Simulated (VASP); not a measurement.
Here is the system:

```yaml
crystal:
  lattice:
    - [0.00000, 2.89121, 2.89121]
    - [2.89121, 0.00000, 2.89121]
    - [2.89121, 2.89121, 0.00000]
  atoms:
    - { symbol: In, position: [0.00000, 0.00000, 0.00000] }
    - { symbol: P, position: [0.25000, 0.25000, 0.25000] }
```

All values below come from MS2 meta-GGA, VASP's PBE PAW potentials (set 64) (plane waves; VASP). Settings: 520 eV cut-off, 8×8×8 Γ-centred mesh, Gaussian smearing of 0.050 eV, potentials In_d P.

Give the stress tensor in GPa (positive for a compressed cell).

```
4.94  0.00  0.00
0.00  4.94  0.00
0.00  0.00  4.94
```
The pressure is its mean diagonal, 4.94 GPa.

The compound is InP in the zinc blende structure. This cell is one point of a volume scan, at 0.94 of the reference volume.
